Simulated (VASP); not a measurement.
A convergence study with VASP on Mg3Sb2 (atoms displaced from the space group 164 structure): a few settings are varied, all else stays as given below, so the limit is that of these other settings. The cell's lengths are 1 % over those of the tabulated start and one atom is moved, so it is off equilibrium.

```yaml
crystal:
  lattice:
    - [2.30280, -3.98857, 0.00000]
    - [2.30280, 3.98857, 0.00000]
    - [0.00000, 0.00000, 7.30230]
  atoms:
    - { symbol: Mg, position: [0.00000, 0.00000, 0.00000] }
    - { symbol: Mg, position: [0.33333, 0.66667, 0.63400] }
    - { symbol: Mg, position: [0.66667, 0.33333, 0.36600] }
    - { symbol: Sb, position: [0.33333, 0.66667, 0.22800] }
    - { symbol: Sb, position: [0.67983, 0.34649, 0.77200] }
```

Level of theory: PBE GGA, VASP's PBE PAW potentials (set 64) (plane waves; VASP). The last row used: 900 eV cut-off, 4×4×3 Γ-centred mesh, Gaussian smearing of 0.050 eV, potentials Mg Sb_d_GW.

Energies of different potentials or hybrids have different zeros.

```
setting                         E (eV/atom)  pressure (GPa)  largest force (eV/Å)  plane waves
------------------------------  -----------  --------------  --------------------  -----------
ENCUT = 300, POTCAR Mg Sb           -2.8987           -0.14                 0.235         1598
ENCUT = 400, POTCAR Mg Sb           -2.8990           -0.14                 0.235         2450
ENCUT = 520, POTCAR Mg Sb           -2.8991           -0.13                 0.235         3651
ENCUT = 700, POTCAR Mg Sb           -2.8991           -0.13                 0.234         5672
ENCUT = 900, POTCAR Mg Sb           -2.8991           -0.14                 0.234         8274
ENCUT = 300, POTCAR Mg_pv Sb        -2.6276          -36.83                 0.233         1598
ENCUT = 400, POTCAR Mg_pv Sb        -2.8896           -2.63                 0.237         2450
ENCUT = 520, POTCAR Mg_pv Sb        -2.8982           -0.09                 0.238         3651
ENCUT = 700, POTCAR Mg_pv Sb        -2.8986           -0.18                 0.237         5672
ENCUT = 900, POTCAR Mg_pv Sb        -2.8990           -0.02                 0.237         8274
ENCUT = 300, POTCAR Mg_sv Sb        -3.0427         -115.09                 0.292         1598
ENCUT = 400, POTCAR Mg_sv Sb        -2.8881          -21.60                 0.247         2450
ENCUT = 700, POTCAR Mg_sv Sb        -2.9095           -0.38                 0.238         5672
ENCUT = 900, POTCAR Mg_sv Sb            ___           -0.09                 0.237         8274
ENCUT = 300, POTCAR Mg Sb_GW        -2.9014           -0.17                 0.234         1598
ENCUT = 400, POTCAR Mg Sb_GW        -2.9018           -0.16                 0.233         2450
ENCUT = 520, POTCAR Mg Sb_GW        -2.9018           -0.16                 0.233         3651
ENCUT = 700, POTCAR Mg Sb_GW        -2.9019           -0.16                 0.233         5672
ENCUT = 900, POTCAR Mg Sb_GW        -2.9019           -0.16                 0.233         8274
ENCUT = 300, POTCAR Mg Sb_d_GW      -2.9052           -0.64                 0.227         1598
ENCUT = 400, POTCAR Mg Sb_d_GW          ___             ___                   ___         2450
ENCUT = 520, POTCAR Mg Sb_d_GW      -2.9139           -0.31                 0.230         3651
ENCUT = 700, POTCAR Mg Sb_d_GW      -2.9140           -0.28                 0.227         5672
ENCUT = 900, POTCAR Mg Sb_d_GW      -2.9138           -0.30                 0.227         8274
```

Task: Some entries are withheld; supply them.

Result: 
- ENCUT = 900, POTCAR Mg_sv Sb, E (eV/atom): -2.9045
- ENCUT = 400, POTCAR Mg Sb_d_GW, E (eV/atom): -2.9135
- ENCUT = 400, POTCAR Mg Sb_d_GW, pressure (GPa): -0.42
- ENCUT = 400, POTCAR Mg Sb_d_GW, largest force (eV/Å): 0.228

Left out are rungs that failed or repeat a setting and relaxations that didn't move; long series are thinned to 24 rows.

The compound is Mg3Sb2 in the a-la2o3 structure. The cell was not relaxed at this level, it is distorted from the ideal structure.
